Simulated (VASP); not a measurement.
```
CELL_PARAMETERS angstrom
      0.00000     2.29902     2.29902
      2.29902     0.00000     2.29902
      2.29902     2.29902     0.00000
ATOMIC_POSITIONS crystal
  Zr 0.00000 0.00000 0.00000
  N  0.50000 0.50000 0.50000
```

The numbers are results of PW91 GGA, VASP's PBE PAW potentials (set 64) (plane waves; VASP), not measurements. Numerical set-up: 520 eV cut-off, 15×15×15 Γ-centred mesh, tetrahedra with Blöchl corrections, potentials Zr_sv N.

Problem. Predict the energy per atom (σ→0), band gap (on the k-mesh) with the smallest direct gap where there is one.

Solution. 
```
Quantity                                                    Result
------------------------  ----------------------------------------
band gap (on the k-mesh)  none (metal, semimetal or under 0.01 eV)
energy per atom (σ→0)                              -10217 meV/atom
```

The compound is ZrN in the rock salt structure. It was relaxed first. The electron count is odd and the run is not spin-polarised, which forces a metal.
